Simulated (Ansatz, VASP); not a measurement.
# MgO (Periclase): VASP beside Ansatz, part 2 of 3

Wanted: the spread between two codes on one cell, functional and k mesh. The cell is taken from a series of runs on this material, whose earlier steps may have relaxed, scaled, displaced or heated it; both programs get it as it stands.

VASP 6.6.1 and Ansatz 0.2.0.

So far: Set-up; VASP: zone-centre phonons, LDA, pair 1.

## Step 3: Ansatz: zone-centre phonons, LDA, pair 1

Level of this step: Ansatz beside VASP: Kohn-Sham DFT, plane waves, LDA (Ansatz).

Ansatz runs on its PAW soft_1 files.

The same cell, functional (in two slightly different forms) and mesh now go to Ansatz, which takes its cutoff from its data sets.

Contents of input.yaml:

```yaml
crystal:
  lattice:
    - [0.0, 2.0085297753, 2.0085297753]
    - [2.0085297753, 0.0, 2.0085297753]
    - [2.0085297753, 2.0085297753, 0.0]
  atoms:
    - { symbol: O, position: [0.5, 0.5, 0.5] }
    - { symbol: Mg, position: [0.0, 0.0, 0.0] }
kpoints:
  mp_grid: { grid: [12, 12, 12] }
hamiltonian:
  xc: lda
  pseudopotentials: { kind: paw, azcp: { folder: soft_1 }, xc_functional: pbe }
scf:
  occupations: { method: fixed }
output:
  eigenvalues: true
phonons:
  method: dfpt
  dielectric: true
  rigid_motions: translations
```

Run with:

```console
$ ansatz run input.yaml --threads 4 --pin off --max-ram 10240MiB --backend cpu --events-out ev --progress --plain --runs-dir out
```

Numbers of over 12 decimals in the logs are rounded to 6 here.

What it wrote:

```text
Engine: ansatz 0.2.0, aarch64-unknown-linux-gnu
Pseudopotentials: kind: paw
Pseudopotential: O, paw, valence charge 6, recommended cutoff 420 eV (normal), soft_1/O.paw.azcp
Pseudopotential: Mg, paw, valence charge 10, recommended cutoff 420 eV (normal), soft_1/Mg.paw.azcp
Functional definition: SPW92
  exchange = slater_x
  correlation = pw_c
Crystal: 2 atoms, lattice volume = 16.206 Å³
Basis set: ecut = 420 eV, 331 PW (Γ), exchange–correlation on 40×40×40 points (8 copies of the dense FFT grid, shifted against one another)
Bands: 12, of which v1, the nominal top of the filled ones, is band 8 counted from 1 (7 counted from 0)
Symmetry: 48 space group operations
k-points: 163 of 1728 (irreducible under 8 space group operations, time reversal used)
Non-local potential: O, projectors of the file, l = 0: 2, l = 1: 2, l = 2: 1
Non-local potential: Mg, projectors of the file, l = 0: 3, l = 1: 2, l = 2: 1
PAW form: soft (Blöchl's): semilocal exchange-correlation on the pseudo side does not see the compensation charge
PAW frozen core: O, regenerated for the run's functional, and the local potential with it (the file was generated under x = pbe(κ = 0.804, μ = 0.219515), c = pbe(β = 0.066725))
PAW frozen core: Mg, regenerated for the run's functional, and the local potential with it (the file was generated under x = pbe(κ = 0.804, μ = 0.219515), c = pbe(β = 0.066725))
PAW one-centre angular grid: O, 110 points (default); XC on 64 Gauss nodes
PAW one-centre angular grid: Mg, 110 points (default); XC on 64 Gauss nodes
Initial density: superposition of atomic densities (chi_scale 0.1, normalization cell, long waves kept (reshape's long-wave potential 0.00 eV rms))
Initial wavefunctions: pseudopotential atomic-orbital guess
Functional: x = slater, c = lda
SCF iter   1: F=—  HF=-2459.984847 eV  |F-HF|=—  |Δ(HF+E_count)|=         —  Δρ=6.91e-2  dr2=4.26e-1  ethr=3.10e-3  ⟨swp⟩=4.4  Hψ=10449  notcnv=0  defer=201
preconditioner: auto → none  [insulator: Δε(μ)=6.084 eV  Ē_g=19.925 eV  n_scr=8 (ndim 8)  ℏωp=26.1 eV  f_vac=0.000  ε∞_Penn≈2.7]
SCF iter   2: F=—  HF=-2459.924946 eV  |F-HF|=—  |Δ(HF+E_count)|=   5.99e-2  Δρ=2.78e-2  dr2=6.40e-2  ethr=2.66e-3  ⟨swp⟩=2.3  Hψ=3803  notcnv=0  defer=278
SCF iter   3: F=—  HF=-2459.945804 eV  |F-HF|=—  |Δ(HF+E_count)|=   2.09e-2  Δρ=5.12e-3  dr2=3.26e-3  ethr=4.00e-4  ⟨swp⟩=3.0  Hψ=3388  notcnv=0  defer=319
SCF iter   4: F=—  HF=-2459.947257 eV  |F-HF|=—  |Δ(HF+E_count)|=   1.45e-3  Δρ=4.04e-3  dr2=1.75e-3  ethr=2.04e-5  ⟨swp⟩=2.0  Hψ=2941  notcnv=0  defer=324
SCF iter   5: F=—  HF=-2459.946741 eV  |F-HF|=—  |Δ(HF+E_count)|=   5.16e-4  Δρ=2.08e-4  dr2=2.08e-6  ethr=1.09e-5  ⟨swp⟩=2.0  Hψ=2800  notcnv=0  defer=324
SCF iter   6: F=—  HF=-2459.946745 eV  |F-HF|=—  |Δ(HF+E_count)|=   3.85e-6  Δρ=1.77e-5  dr2=1.92e-8  ethr=1.30e-8  ⟨swp⟩=2.5  Hψ=3042  notcnv=0
SCF iter   7: F=—  HF=-2459.946745 eV  |F-HF|=—  |Δ(HF+E_count)|=   4.53e-8  Δρ=2.00e-6  dr2=3.90e-10  ethr=1.20e-10  ⟨swp⟩=2.0  Hψ=3222  notcnv=0
SCF iter   8: F=-2459.946745 eV  HF=-2459.946745 eV  |F-HF|=8.64e-12  |Δ(HF+E_count)|=  9.09e-12  Δρ=2.52e-7  dr2=9.95e-12  ethr=1.00e-12  ⟨swp⟩=8.0  Hψ=10699  notcnv=0
SCF 1 converged in 8 iterations: F = -2459.946745 eV  dr2 = 9.95e-12
  greatest PAW one-centre occupation: 1.001 electrons in one spin orbital (limit 2), on the Mg atom at site 1 (counted from 0), in its partial waves of l = 1
NSCF: frozen V_eff on 1 k-points
DFPT response loops at Γ: preconditioner auto → none (the input reference at scf.mixing.eps_inf says where Resta's filter doesn't serve); β = 0.50; Broyden in place of MSR1
SCF converged after 8 iterations
Free energy (F): -2459.946745 eV
Harris-Foulkes:  -2459.946745 eV  (|F-HF|=8.64e-12)
Internal energy: -2459.946745 eV  (E = F + TS)
E sigma→0 (E₀):  -2459.946745 eV
Fermi energy:    9.575856 eV
--- Per-component energies (eV) ---
  E_band       = -265.747499
  E_kinetic    = 246.883764
  E_local      = -1600.591215  (includes V_loc(G=0)·N_el)
  E_nonlocal   = 249.761720
  E_hartree    = 527.253069
  E_xc         = -100.626674
  E_vxc        = -129.857050  (∫ρ·V_xc dr)
  E_paw        = -430.918414  (= ΣΔE_a)
  E_vpaw       = -86.451640  (= ΣTr[D̂ρ^β])
  E_aug_tail   = 0.000769  (compensation charges beyond the density's cutoff)
  E_ewald      = -1351.957166
  E_core_change = 0.247401  (= ΣΔE_core)
  E_smearing   = -0.000000  (= −TS)
  E_closure    = 0.000000  (closes the sum)
  Σ components = -2459.946745   (vs F -2459.946745, Δ=0.00e0)
--- Band table (eV; the first three rows and the last of 163) ---
  k-point 0: bands = [... 4 lower, -8.2237, 9.5759, 9.5759, 9.5759, 15.7513, 25.8837, 25.8837, 25.8837]
  k-point 1: bands = [... 4 lower, -8.1223, 9.0837, 9.5145, 9.5145, 16.1865, 24.9058, 26.0891, 26.0891]
  k-point 2: bands = [... 4 lower, -7.8340, 7.9393, 9.3513, 9.3513, 17.1168, 23.5565, 26.6044, 26.6044]
  k-point 162: bands = [... 4 lower, -6.0461, 6.1222, 6.1222, 7.4954, 21.9897, 21.9897, 23.2410, 26.8058]
--- Phonons (Γ-DFPT): 2 representative perturbations + reference, on 163 of 1728 k-points (Σ response iterations 6) ---
  k mesh reduced under 8 symmetry operations, with k and −k counted as one. Each operation leaves every solved perturbation unchanged. A smaller set is not considered because the run solves the response to a homogeneous field
  ASR residual: 1.516e-4 → 0.000e0 eV/Å²; symmetrization residual: 6.487e-7 eV/Å²
  ASR residual per site (eV/Å²): 1.52e-4 5.18e-5
  Γ frequencies (cm⁻¹): 0.00 0.00 0.00 509.56 509.56 509.56
  ε∞ (high-frequency dielectric tensor):
        3.087277    -0.000000     0.000000
        0.000000     3.087277    -0.000000
        0.000000     0.000000     3.087277
  ε⁰ (static dielectric tensor: ions relaxed, cell fixed):
        7.578868    -0.000000     0.000000
       -0.000000     7.578868     0.000000
        0.000000     0.000000     7.578868
  ε⁰ − ε∞ (ionic part):
        4.491591    -0.000000     0.000000
       -0.000000     4.491591     0.000000
        0.000000     0.000000     4.491591
  softest optical mode at Γ: 509.56 cm⁻¹; the repairs (sum rule, projections) moved no ω² at Γ by more than (1.63 cm⁻¹)²
  Born effective charges Z* (e; rows j = field, columns β = displacement):
    site 0:
        -1.92504    0.00000   -0.00000
         0.00000   -1.92504   -0.00000
         0.00000    0.00000   -1.92504
    site 1:
         1.92504   -0.00000    0.00000
         0.00000    1.92504    0.00000
         0.00000   -0.00000    1.92504
  Z* charge neutrality: 1.797e-5 e pre-enforcement
  k-mesh period / interband length: 34.1 Å / 1.24 Å = 27.48 at k = (0.0000, 0.0000, 0.0000), direct gap 6.175 eV — 14 or more, which is no proof of convergence
  optical modes at Γ without the LO–TO term, one row a degenerate level:
      ω (cm⁻¹)  modes    IR ((D/Å)²/amu)
        509.56      3            26.5840
  optical modes at Γ + LO–TO along q̂ = [1.0000, 0.0000, 0.0000]:
      ω (cm⁻¹)  modes    IR ((D/Å)²/amu)
        509.56      2            17.7227
        798.38      1             8.8613
  optical modes at Γ + LO–TO along q̂ = [0.0000, 1.0000, 0.0000]:
      ω (cm⁻¹)  modes    IR ((D/Å)²/amu)
        509.56      2            17.7227
        798.38      1             8.8613
  optical modes at Γ + LO–TO along q̂ = [0.0000, 0.0000, 1.0000]:
      ω (cm⁻¹)  modes    IR ((D/Å)²/amu)
        509.56      2            17.7227
        798.38      1             8.8613
```

## Step 4: Side by side

Known differences besides the potentials themselves: the two LDA forms differ slightly; fixed occupations in Ansatz, narrow Gaussian smearing in VASP; the data sets hold 16 valence electrons in Ansatz (on its PAW soft_1 files) and 8 in VASP; the cutoff is 420 eV in Ansatz and 600 eV in VASP; VASP's log shows a relativistic correction to its local exchange, Ansatz's none. Total energies have different zeros and are not compared.

Compared:

```
                                     quantity  Ansatz   VASP  difference
                                        ε∞ xx    3.09   3.00     +2.85 %
                                        ε∞ yy    3.09   3.00     +2.85 %
                                        ε∞ zz    3.09   3.00     +2.85 %
 Born charge of O1 (mean of the diagonal) (e)   -1.93  -1.91       -0.01
Born charge of Mg2 (mean of the diagonal) (e)    1.93   1.91       +0.01
                   optical mode 1 to 3 (cm⁻¹)   509.6  518.2     -1.67 %
```

Modes are paired by rising frequency, not by their patterns, so a pair may set unlike modes beside each other; they are those without the splitting of longitudinal modes.

## Step 5: VASP: zone-centre phonons, LDA, pair 2

Second derivatives magnify differences that forces hide, and they need a tight electronic threshold. The cell compared in this pair holds 16.57 Å³, against 16.21 Å³ for the pair before.

Contents of INCAR:

```
SYSTEM = MgO
PREC = Accurate
ENCUT = 600
EDIFF = 1E-08
NELM = 120
ISMEAR = 0
SIGMA = 0.01
LREAL = .FALSE.
ALGO = Normal
GGA = CA
NBANDS = 10
LORBIT = 11
LWAVE = .FALSE.
LCHARG = .FALSE.
ISIF = 2
IBRION = 8
LEPSILON = .TRUE.
LASPH = .TRUE.
GGA_COMPAT = .FALSE.
EFERMI = MIDGAP
KPAR = 2
```

Contents of POSCAR:

```
MgO
1.0
    0.0000000000      2.0232989070      2.0232989070
    2.0232989070      0.0000000000      2.0232989070
    2.0232989070      2.0232989070      0.0000000000
O Mg
1 1
Direct
    0.5000000000      0.5000000000      0.5000000000
    0.0000000000      0.0000000000      0.0000000000
```

Contents of KPOINTS:

```
Automatic mesh
0
Gamma
12 12 12
0 0 0
```

Potentials, in the order of the species: O and Mg (LDA family, release 64).

Run with:

```console
$ mpirun -np 2 vasp_std
```

What it wrote:

```text
[... set-up lines as in an earlier step ...]
 entering main loop
       N       E                     dE             d eps       ncg     rms          rms(c)
DAV:   1     0.139292667483E+02    0.13929E+02   -0.51555E+03  1608   0.810E+02
DAV:   2    -0.144560803161E+02   -0.28385E+02   -0.27548E+02  1662   0.150E+02
DAV:   3    -0.150198377004E+02   -0.56376E+00   -0.56336E+00  1730   0.185E+01
DAV:   4    -0.150208840656E+02   -0.10464E-02   -0.10463E-02  1600   0.905E-01
[...]
DAV:  11    -0.133921451229E+02    0.12390E-05   -0.56464E-06  1560   0.149E-02    0.334E-03
DAV:  12    -0.133921451009E+02    0.22031E-07   -0.20363E-07  1584   0.312E-03    0.374E-04
DAV:  13    -0.133921451015E+02   -0.59458E-09   -0.97850E-09   842   0.669E-04
   1 F= -.13392145E+02 E0= -.13392145E+02  d E =0.000000E+00
 Linear response reoptimize wavefunctions to high precision
DAV:   1    -0.133921451027E+02   -0.12170E-08   -0.25105E-10   992   0.156E-04
DAV:   2    -0.133921451028E+02   -0.42292E-10   -0.10287E-11   782   0.293E-05
 Linear response G [H, r] |phi>, progress :
  Direction:   1
[...]
RMM:  11    -0.352595689315E+00   -0.13183E-09   -0.19039E-10  3157   0.725E-06    0.357E-08
 first order change of Fermi-energy   0.13618E-02
 force on displaced ion       1 direction 1 :  -8.722   0.000   0.000
 Born effective charge ion    1 direction 1 :  -1.919   0.000   0.000
 Linear response progress:
  Degree of freedom:   2/  2
       N       E                     dE             d eps       ncg     rms          rms(c)
RMM:   1    -0.256498408623E-02   -0.25650E-02   -0.30624E-04  6935   0.554E-01
RMM:   2    -0.250270546124E-02    0.62279E-04   -0.15655E-04  4937   0.890E-02    0.408E-02
RMM:   3    -0.247077413506E-02    0.31931E-04   -0.20325E-05  5169   0.323E-02    0.205E-02
RMM:   4    -0.247164741810E-02   -0.87328E-06   -0.16627E-05  5188   0.287E-02    0.329E-03
RMM:   5    -0.247281369084E-02   -0.11663E-05   -0.12325E-07  5199   0.282E-03    0.278E-04
RMM:   6    -0.247290441251E-02   -0.90722E-07   -0.42515E-10  5239   0.174E-04    0.122E-04
RMM:   7    -0.247290859725E-02   -0.41847E-08   -0.15688E-10  5305   0.108E-04    0.101E-05
 first order change of Fermi-energy   0.64317E-04
 force on displaced ion       2 direction 1 :  -8.724   0.000   0.000
 Born effective charge ion    2 direction 1 :   1.919   0.000   0.000
 Born effective charges drift removed
 Linear response finished
```

OUTCAR, selected parts (step 5):

```text
  Total        1.5330004      1.5330004      1.5330004      0.0000000      0.0000000      0.0000000
  in kB      148.2663919    148.2663919    148.2663919      0.0000000      0.0000000      0.0000000
  external PRESSURE =     148.2663919 kB  Pullay stress =       0.0000000 kB

 POSITION                                       TOTAL-FORCE (eV/Angst)
 -----------------------------------------------------------------------------------
      2.02330      2.02330      2.02330         0.000000      0.000000      0.000000
      0.00000      0.00000      0.00000        -0.000000     -0.000000     -0.000000
 -----------------------------------------------------------------------------------
    total drift:                               -0.000000     -0.000000      0.000000

 MACROSCOPIC STATIC DIELECTRIC TENSOR (including local field effects in DFT)
 ------------------------------------------------------
           3.020521    -0.000000    -0.000000
          -0.000000     3.020521     0.000000
          -0.000000    -0.000000     3.020521
 ------------------------------------------------------

 MACROSCOPIC STATIC DIELECTRIC TENSOR IONIC CONTRIBUTION
 ------------------------------------------------------
           4.612710    -0.000000    -0.000000
          -0.000000     4.612710     0.000000
          -0.000000     0.000000     4.612710
 ------------------------------------------------------

[... 1 part as in an earlier step ...]

[... 1 further part left out ...]
```

## Step 6: Ansatz: zone-centre phonons, LDA, pair 2

The same cell, functional (in two slightly different forms) and mesh now go to Ansatz, which takes its cutoff from its data sets.

The cell is taken from a series of runs on this material, whose earlier steps may have relaxed, scaled, displaced or heated it; both programs get it as it stands.

input.yaml, the sections that differ from step 3:

```yaml
crystal:
  lattice:
    - [0.0, 2.023298907, 2.023298907]
    - [2.023298907, 0.0, 2.023298907]
    - [2.023298907, 2.023298907, 0.0]
  atoms:
    - { symbol: O, position: [0.5, 0.5, 0.5] }
    - { symbol: Mg, position: [0.0, 0.0, 0.0] }
# kpoints, hamiltonian, scf, output, phonons: as in step 3
```

Run with:

```console
$ ansatz run input.yaml --threads 4 --pin off --max-ram 10240MiB --backend cpu --events-out ev --progress --plain --runs-dir out
```

What it wrote:

```text
[...]
Crystal: 2 atoms, lattice volume = 16.566 Å³
Basis set: ecut = 420 eV, 331 PW (Γ), exchange–correlation on 40×40×40 points (8 copies of the dense FFT grid, shifted against one another)
Bands: 12, of which v1, the nominal top of the filled ones, is band 8 counted from 1 (7 counted from 0)
Symmetry: 48 space group operations
k-points: 163 of 1728 (irreducible under 8 space group operations, time reversal used)
[...]
optical modes at Γ + LO–TO along q̂ = [1.0000, 0.0000, 0.0000]:
      ω (cm⁻¹)  modes    IR ((D/Å)²/amu)
[...]
optical modes at Γ + LO–TO along q̂ = [0.0000, 1.0000, 0.0000]:
      ω (cm⁻¹)  modes    IR ((D/Å)²/amu)
        487.76      2            17.8848
        780.23      1             8.9424
  optical modes at Γ + LO–TO along q̂ = [0.0000, 0.0000, 1.0000]:
      ω (cm⁻¹)  modes    IR ((D/Å)²/amu)
        487.76      2            17.8848
        780.23      1             8.9424
[key lines of the parts left out:]
SCF converged after 8 iterations
Free energy (F): -2459.991177 eV
Fermi energy:    9.264118 eV
```

## Step 7: Side by side

What differs besides the data sets and the points named for the pairs above, as far as they apply: the data sets hold 16 valence electrons in Ansatz (on its PAW soft_1 files) and 8 in VASP. Total energies have different zeros and are not compared.

The two programs side by side:

```
                                     quantity  Ansatz   VASP  difference
                                        ε∞ xx    3.10   3.02     +2.78 %
                                        ε∞ yy    3.10   3.02     +2.78 %
                                        ε∞ zz    3.10   3.02     +2.78 %
 Born charge of O1 (mean of the diagonal) (e)   -1.93  -1.92       -0.01
Born charge of Mg2 (mean of the diagonal) (e)    1.93   1.92       +0.01
                   optical mode 1 to 3 (cm⁻¹)   487.8  495.8     -1.63 %
```

Modes are paired by rising frequency, not by their patterns, so a pair may set unlike modes beside each other; they are those without the splitting of longitudinal modes.

(Continued in part 3 of 3.)

[Lines on the potential files, build, host, timing and source positions are cut from VASP's logs without a mark.]

[Logs are printed without paths, hosts, clocks, repeated set-up lines and the standing remarks that a program may print on its own settings, such as how far it seeks lower states.]

[Hosts, paths, dates, database ids (printed as entryN), source tags and the programs' standing remarks are cut or masked in the printed files.]
